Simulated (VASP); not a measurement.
# What goes wrong when the modes of LaB6 are computed with a bad input, part 2 of 2

Some phonon runs on LaB6 get a fault in the input on purpose. Which of them show, and how? The starting structure is a measured crystal structure from the Crystallography Open Database.

VASP 6.6.1.

Results so far: reference A1g 1311.3 cm⁻¹.

### 3. Modes with a loose electronic threshold

Level of this step: LDA; plane waves and PAW (La, B) (VASP).

A slip made on purpose: a loose electronic threshold. Against step 2 the input has EDIFF = 1E-04 (also changed: NELM).

The input, INCAR:

```
SYSTEM = LaB6
PREC = Accurate
ENCUT = 450
EDIFF = 1E-04
NELM = 60
ISMEAR = 0
SIGMA = 0.05
LREAL = .FALSE.
ALGO = Normal
GGA = CA
NBANDS = 21
LASPH = .TRUE.
LORBIT = 11
LWAVE = .FALSE.
LCHARG = .FALSE.
KPAR = 8
IBRION = 6
NFREE = 2
POTIM = 0.015
NSW = 1
ISIF = 2
```

The input, POSCAR:

```
LaB6
1.0
    4.0992778371      0.0000000000      0.0000000000
    0.0000000000      4.0992778371      0.0000000000
    0.0000000000      0.0000000000      4.0992778371
La B
1 6
Direct
    0.0000000000      0.0000000000      0.0000000000
    0.5000000000      0.5000000000      0.8001390786
    0.5000000000      0.5000000000      0.1998609214
    0.5000000000      0.8001390786      0.5000000000
    0.8001390786      0.5000000000      0.5000000000
    0.5000000000      0.1998609214      0.5000000000
    0.1998609214      0.5000000000      0.5000000000
```

The input, KPOINTS:

```
Automatic mesh
0
Gamma
8 8 8
0 0 0
```

The projector-augmented-wave data sets are La and B (LDA family, release 64).

On the command line:

```
mpirun -np 8 vasp_std
```

Output:

```text
[banner, memory and clock lines left out]
running    8 mpi-ranks, on    1 nodes
[...]
[... a notice as in an earlier step ...]

 LDA part: xc-table for (Slater(with rela. corr.)+CA(PZ))
 , standard interpolation
 POSCAR, INCAR and KPOINTS ok, starting setup
[...]
entering main loop
       N       E                     dE             d eps       ncg     rms          rms(c)
[... 11 cycles as in an earlier step ...]
DAV:  12    -0.543928014362E+02    0.41759E-03   -0.20666E-03  2674   0.393E-01    0.797E-02
DAV:  13    -0.543925234959E+02    0.27794E-03   -0.15525E-03  2463   0.351E-01    0.189E-02
DAV:  14    -0.543925288069E+02   -0.53110E-05   -0.71375E-05  1253   0.618E-02
   1 F= -.54392529E+02 E0= -.54392024E+02  d E =-.101059E-02
[... from here on, the cycles between the ionic steps are left out ...]
   2 F= -.54391833E+02 E0= -.54391327E+02  d E =-.101114E-02
   3 F= -.54391833E+02 E0= -.54391328E+02  d E =-.101112E-02
   4 F= -.54390954E+02 E0= -.54390455E+02  d E =-.998695E-03
   5 F= -.54390958E+02 E0= -.54390459E+02  d E =-.998357E-03
   6 F= -.54388125E+02 E0= -.54387620E+02  d E =-.100972E-02
   7 F= -.54388148E+02 E0= -.54387655E+02  d E =-.985733E-03
 Finite differences progress:
  Degree of freedom:   3/  3
  Displacement:        2/  2
  Total:               6/  6
```

The job ended after 75 s (8 MPI ranks of AMD EPYC 7R43, shared host; peak memory 3.2 GiB).

OUTCAR, selected parts (step 3):

```text
  Total        0.0518162      0.0518162      0.0983237      0.0000000      0.0000000      0.0000000
  in kB        1.2051869      1.2051869      2.2868988      0.0000000      0.0000000      0.0000000
  external PRESSURE =       1.5657575 kB  Pullay stress =       0.0000000 kB

 POSITION                                       TOTAL-FORCE (eV/Angst)
 -----------------------------------------------------------------------------------
      0.00000      0.00000      0.00000        -0.000000      0.000000     -0.004141
      2.04964      2.04964      3.26499        -0.000000      0.000000      0.573010
      2.04964      2.04964      0.81929        -0.000000      0.000000     -0.271745
      2.04964      3.27999      2.04964        -0.000000      0.037929     -0.074281
      3.27999      2.04964      2.04964         0.037929      0.000000     -0.074281
      2.04964      0.81929      2.04964        -0.000000     -0.037929     -0.074281
      0.81929      2.04964      2.04964        -0.037929      0.000000     -0.074281
 -----------------------------------------------------------------------------------
    total drift:                               -0.000846     -0.000000      0.007345

  FREE ENERGIE OF THE ION-ELECTRON SYSTEM (eV)
  ---------------------------------------------------
  free  energy   TOTEN  =       -54.3881483474 eV

  energy  without entropy=      -54.3871626142  energy(sigma->0) =      -54.38765548

[... 2 parts as in an earlier step ...]

[... 1 further part left out ...]
[key lines of the parts left out:]
E-fermi :   8.8350
```

The last energy, forces and stress in OUTCAR belong to the last displaced cell, not to that of POSCAR.

With a loose electronic threshold the modes are at the top A1g 1303.6, Eg 1151.5 cm⁻¹, at the bottom T2u 521.4, T1u (1) 195.2 cm⁻¹, with 3 more of the listed ones between; the largest shift is -8.2 cm⁻¹, in T2g, from the reference.

### 4. Modes with a cutoff far too low

A slip made on purpose: a cutoff far too low. Against step 2 the input has ENCUT = 180 (also changed: NELM).

INCAR, as its differences from that of step 3:

```diff
@@ -2,4 +2,4 @@
 PREC = Accurate
-ENCUT = 450
-EDIFF = 1E-04
+ENCUT = 180
+EDIFF = 1E-08
 NELM = 60
```

POSCAR is that of step 3.

KPOINTS is that of step 3.

On the command line:

```
mpirun -np 8 vasp_std
```

Output:

```text
[... set-up lines as in an earlier step ...]
 entering main loop
       N       E                     dE             d eps       ncg     rms          rms(c)
DAV:   1     0.116443229716E+03    0.11644E+03   -0.57487E+03  1478   0.592E+02
DAV:   2    -0.491312000950E+02   -0.16557E+03   -0.15934E+03  2014   0.197E+02
DAV:   3    -0.567551198764E+02   -0.76239E+01   -0.75130E+01  1937   0.569E+01
DAV:   4    -0.570016079420E+02   -0.24649E+00   -0.24582E+00  2605   0.830E+00
[...]
DAV:  17    -0.524300927119E+02    0.11178E-06   -0.12459E-06  2352   0.709E-03    0.390E-04
DAV:  18    -0.524300927083E+02    0.35529E-08   -0.10419E-07  2285   0.227E-03    0.923E-05
DAV:  19    -0.524300927086E+02   -0.29149E-09   -0.27106E-09  1208   0.393E-04
   1 F= -.52430093E+02 E0= -.52429626E+02  d E =-.933480E-03
[... from here on, the cycles between the ionic steps are left out ...]
   2 F= -.52429079E+02 E0= -.52428612E+02  d E =-.934306E-03
   3 F= -.52429079E+02 E0= -.52428612E+02  d E =-.934306E-03
   4 F= -.52428341E+02 E0= -.52427878E+02  d E =-.925507E-03
   5 F= -.52428341E+02 E0= -.52427878E+02  d E =-.925509E-03
   6 F= -.52434033E+02 E0= -.52433566E+02  d E =-.932837E-03
   7 F= -.52416050E+02 E0= -.52415594E+02  d E =-.912758E-03
 Finite differences progress:
  Degree of freedom:   3/  3
  Displacement:        2/  2
  Total:               6/  6
```

It took 40 s on 8 MPI ranks; peak memory 1.3 GiB.

Parts of OUTCAR (step 4):

```text
  Total       -7.5655113     -7.5655113     -7.5247672      0.0000000      0.0000000      0.0000000
  in kB     -175.9652062   -175.9652062   -175.0175441      0.0000000      0.0000000      0.0000000
  external PRESSURE =    -175.6493188 kB  Pullay stress =       0.0000000 kB

 POSITION                                       TOTAL-FORCE (eV/Angst)
 -----------------------------------------------------------------------------------
      0.00000      0.00000      0.00000        -0.000000      0.000000     -0.010079
      2.04964      2.04964      3.26499        -0.000000      0.000000      1.271232
      2.04964      2.04964      0.81929        -0.000000      0.000000     -0.897136
      2.04964      3.27999      2.04964        -0.000000      0.660178     -0.091004
      3.27999      2.04964      2.04964         0.660178      0.000000     -0.091004
      2.04964      0.81929      2.04964        -0.000000     -0.660178     -0.091004
      0.81929      2.04964      2.04964        -0.660178      0.000000     -0.091004
 -----------------------------------------------------------------------------------
    total drift:                                0.000000     -0.000000     -0.000005

  FREE ENERGIE OF THE ION-ELECTRON SYSTEM (eV)
  ---------------------------------------------------
  free  energy   TOTEN  =       -52.4160500079 eV

  energy  without entropy=      -52.4151372501  energy(sigma->0) =      -52.41559363

[... 1 part as in an earlier step ...]

[... 2 further parts left out ...]
[key lines of the parts left out:]
E-fermi :   8.9755
```

With a cutoff far too low the modes are at the top A1g 1424.2, Eg 1201.6 cm⁻¹, at the bottom T1g 542.9, T1u (1) 235.2 cm⁻¹, with 3 more of the listed ones between; the largest shift is +112.9 cm⁻¹, in A1g, from the reference.

### 5. Modes with a k mesh far too coarse

A slip made on purpose: a k mesh far too coarse. Against step 2 the input has a 1×1×1 mesh (also changed: NELM and KPAR).

INCAR, as its differences from that of step 4:

```diff
@@ -2,3 +2,3 @@
 PREC = Accurate
-ENCUT = 180
+ENCUT = 450
 EDIFF = 1E-08
@@ -15,3 +15,2 @@
 LCHARG = .FALSE.
-KPAR = 8
 IBRION = 6
```

POSCAR is that of step 4.

The input, KPOINTS:

```
Automatic mesh
0
Gamma
1 1 1
0 0 0
```

On the command line:

```
mpirun -np 8 vasp_std
```

Output:

```text
[banner, memory and clock lines left out]
running    8 mpi-ranks, on    1 nodes
[...]
[... a notice as in an earlier step ...]

 LDA part: xc-table for (Slater(with rela. corr.)+CA(PZ))
 , standard interpolation
|                                                                             |
|           W    W    AA    RRRRR   N    N  II  N    N   GGGG   !!!           |
|           W    W   A  A   R    R  NN   N  II  NN   N  G    G  !!!           |
|           W    W  A    A  R    R  N N  N  II  N N  N  G       !!!           |
|           W WW W  AAAAAA  RRRRR   N  N N  II  N  N N  G  GGG   !            |
|           WW  WW  A    A  R   R   N   NN  II  N   NN  G    G                |
|           W    W  A    A  R    R  N    N  II  N    N   GGGG   !!!           |
|                                                                             |
|     The number of bands has been changed from the values supplied in        |
|     The orbitals not found in the WAVECAR file will be initialized with     |
[...]
entering main loop
       N       E                     dE             d eps       ncg     rms          rms(c)
DAV:   1     0.157184354230E+03    0.15718E+03   -0.10261E+04    56   0.143E+03
DAV:   2    -0.316142280249E+02   -0.18880E+03   -0.16887E+03    56   0.249E+02
DAV:   3    -0.530825754623E+02   -0.21468E+02   -0.20681E+02    72   0.115E+02
DAV:   4    -0.538692156222E+02   -0.78664E+00   -0.75976E+00    88   0.162E+01
[...]
DAV:  13    -0.477869552836E+02    0.40371E-05   -0.22414E-05    64   0.222E-02    0.144E-03
DAV:  14    -0.477869553264E+02   -0.42751E-07   -0.11133E-06    72   0.604E-03    0.670E-04
DAV:  15    -0.477869553360E+02   -0.95831E-08   -0.84402E-08    72   0.170E-03
   1 F= -.47786955E+02 E0= -.47760455E+02  d E =-.530014E-01
[... from here on, the cycles between the ionic steps are left out ...]
   2 F= -.47786796E+02 E0= -.47760295E+02  d E =-.530014E-01
   3 F= -.47786796E+02 E0= -.47760295E+02  d E =-.530014E-01
   4 F= -.47788089E+02 E0= -.47761858E+02  d E =-.524614E-01
   5 F= -.47788089E+02 E0= -.47761858E+02  d E =-.524616E-01
   6 F= -.47675564E+02 E0= -.47649290E+02  d E =-.525476E-01
   7 F= -.47890844E+02 E0= -.47864562E+02  d E =-.525626E-01
 Finite differences progress:
  Degree of freedom:   3/  3
  Displacement:        2/  2
  Total:               6/  6
```

The job ended after 18 s (8 MPI ranks; peak memory 0.6 GiB; 2.2 min of CPU time).

Parts of OUTCAR (step 5):

```text
  Total        5.8322283      5.8322283      6.0002910      0.0000000      0.0000000      0.0000000
  in kB      135.6510108    135.6510108    139.5599592      0.0000000      0.0000000      0.0000000
  external PRESSURE =     136.9539936 kB  Pullay stress =       0.0000000 kB

 POSITION                                       TOTAL-FORCE (eV/Angst)
 -----------------------------------------------------------------------------------
      0.00000      0.00000      0.00000        -0.000000      0.000000     -0.001935
      2.04964      2.04964      3.26499         0.000000      0.000000     -6.674656
      2.04964      2.04964      0.81929        -0.000000      0.000000      7.048509
      2.04964      3.27999      2.04964        -0.000000     -7.000429     -0.092980
      3.27999      2.04964      2.04964        -7.000429      0.000000     -0.092980
      2.04964      0.81929      2.04964        -0.000000      7.000429     -0.092980
      0.81929      2.04964      2.04964         7.000429      0.000000     -0.092980
 -----------------------------------------------------------------------------------
    total drift:                               -0.000000     -0.000000     -0.000005

  FREE ENERGIE OF THE ION-ELECTRON SYSTEM (eV)
  ---------------------------------------------------
  free  energy   TOTEN  =       -47.8908435149 eV

  energy  without entropy=      -47.8382809139  energy(sigma->0) =      -47.86456221

[... 1 part as in an earlier step ...]

[... 2 further parts left out ...]
[key lines of the parts left out:]
E-fermi :   9.2140
```

With a k mesh far too coarse the modes are at the top A1g 1496.4, T1u (2) 959.3 cm⁻¹, at the bottom T2u -441.9, T2g -1097.7 cm⁻¹, with 3 more of the listed ones between; T2g, real with the reference, turns imaginary. Imaginary, given as negative numbers: T2g and T2u.

### 6. Modes with one-sided displacements

A slip made on purpose: one-sided displacements. Against step 2 the input has NFREE = 1 (also changed: NELM).

INCAR, as its differences from that of step 5:

```diff
@@ -15,4 +15,5 @@
 LCHARG = .FALSE.
+KPAR = 8
 IBRION = 6
-NFREE = 2
+NFREE = 1
 POTIM = 0.015
```

POSCAR is that of step 5.

The input, KPOINTS:

```
Automatic mesh
0
Gamma
8 8 8
0 0 0
```

On the command line:

```
mpirun -np 8 vasp_std
```

Output:

```text
[... set-up lines as in an earlier step ...]
 entering main loop
       N       E                     dE             d eps       ncg     rms          rms(c)
[... 18 cycles as in an earlier step ...]
   1 F= -.54392530E+02 E0= -.54392024E+02  d E =-.101037E-02
[...]
2 F= -.54391837E+02 E0= -.54391331E+02  d E =-.101118E-02
[...]
3 F= -.54390957E+02 E0= -.54390458E+02  d E =-.998624E-03
[...]
4 F= -.54388118E+02 E0= -.54387613E+02  d E =-.100949E-02
 Finite differences progress:
  Degree of freedom:   3/  3
  Displacement:        1/  1
  Total:               3/  3
```

Run time: 86 s. Hardware: 8 MPI ranks; peak memory 2.7 GiB; 11 min of CPU time.

From OUTCAR (step 6):

```text
  Total       -0.0388110     -0.0388110     -0.0522911      0.0000000      0.0000000      0.0000000
  in kB       -0.9027009     -0.9027009     -1.2162323      0.0000000      0.0000000      0.0000000
  external PRESSURE =      -1.0072114 kB  Pullay stress =       0.0000000 kB

 POSITION                                       TOTAL-FORCE (eV/Angst)
 -----------------------------------------------------------------------------------
      0.00000      0.00000      0.00000         0.000000      0.000000      0.006182
      2.04964      2.04964      3.29499         0.000000      0.000000     -0.589904
      2.04964      2.04964      0.81929         0.000000      0.000000      0.293385
      2.04964      3.27999      2.04964         0.000000     -0.035914      0.072584
      3.27999      2.04964      2.04964        -0.035914      0.000000      0.072584
      2.04964      0.81929      2.04964         0.000000      0.035914      0.072584
      0.81929      2.04964      2.04964         0.035914      0.000000      0.072584
 -----------------------------------------------------------------------------------
    total drift:                               -0.000006     -0.000000      0.000012

  FREE ENERGIE OF THE ION-ELECTRON SYSTEM (eV)
  ---------------------------------------------------
  free  energy   TOTEN  =       -54.3881175790 eV

  energy  without entropy=      -54.3871080874  energy(sigma->0) =      -54.38761283

[... 2 parts as in an earlier step ...]

[... 1 further part left out ...]
[key lines of the parts left out:]
E-fermi :   8.8091
```

With one-sided displacements the modes are at the top A1g 1314.1, Eg 1166.5 cm⁻¹, at the bottom T2u 528.9, T1u (1) 193.6 cm⁻¹, with 3 more of the listed ones between; the largest shift is +11.5 cm⁻¹, in Eg, from the reference.

### 7. Comparison

| run | A1g | Eg | T1u (2) | T2g | T1g | T2u | T1u (1) | imaginary modes, each partner counted | core minutes |
| --- | --- | --- | --- | --- | --- | --- | --- | --- | --- |
| reference | 1311.3 | 1155.0 | 873.3 | 717.5 | 574.7 | 528.9 | 194.1 | 0 | 13.5 |
| a loose electronic threshold | 1303.6 | 1151.5 | 875.7 | 709.3 | 575.5 | 521.4 | 195.2 | 0 | 10.0 |
| a cutoff far too low | 1424.2 | 1201.6 | 965.9 | 779.9 | 542.9 | 560.0 | 235.2 | 0 | 5.33 |
| a k mesh far too coarse | 1496.4 | 693.8 | 959.3 | -1097.7 | 278.7 | -441.9 | 93.4 | 6 | 2.37 |
| one-sided displacements | 1314.1 | 1166.5 | 868.0 | 717.4 | 574.7 | 528.9 | 193.6 | 0 | 11.5 |

Modes are in cm⁻¹, degenerate ones as one, matched between runs by symmetry and order. A number in brackets counts the listed modes of one symmetry from the lowest. The symmetry labels come from an automatic analysis and can be wrong where levels nearly coincide. Core minutes are wall time times ranks of the run shown, on a shared host.

### 8. Results

| Property | Result |
| --- | --- |
| A1g, reference | 1311.3 cm⁻¹ |
| T1u (1), reference | 194.1 cm⁻¹ |
| A1g, a loose electronic threshold | 1303.6 cm⁻¹ |
| T1u (1), a loose electronic threshold | 195.2 cm⁻¹ |
| A1g, a cutoff far too low | 1424.2 cm⁻¹ |
| T1u (1), a cutoff far too low | 235.2 cm⁻¹ |
| A1g, a k mesh far too coarse | 1496.4 cm⁻¹ |
| T1u (1), a k mesh far too coarse | 93.4 cm⁻¹ |
| A1g, one-sided displacements | 1314.1 cm⁻¹ |
| T1u (1), one-sided displacements | 193.6 cm⁻¹ |

In words: Finished, but with signs in the output that stand out against the reference: a loose electronic threshold, with modes off by up to -8.2 cm⁻¹, in T2g (signs: a translation at -6 cm⁻¹ instead of zero); a cutoff far too low, with modes off by up to +113 cm⁻¹, in A1g (signs: a pressure of -17.7 GPa on the undisplaced cell and forces of up to 0.60 eV/Å on the undisplaced atoms); a k mesh far too coarse, with T2g turned imaginary, like 1 more of the compared levels (signs: a pressure of 13.7 GPa on the undisplaced cell, forces of up to 7.18 eV/Å on the undisplaced atoms and imaginary modes); one-sided displacements, with modes off by up to +12 cm⁻¹, in Eg (signs: a translation at -2 cm⁻¹ instead of zero). Further runs on this material are not shown.

[Lines on the potential files, build, host, timing and source positions are cut from VASP's logs without a mark.]

[Logs are printed without paths, hosts, clocks, repeated set-up lines and the standing remarks that a program may print on its own settings, such as how far it seeks lower states.]

[Hosts, paths, dates, database ids (printed as entryN), source tags and the programs' standing remarks are cut or masked in the printed files.]
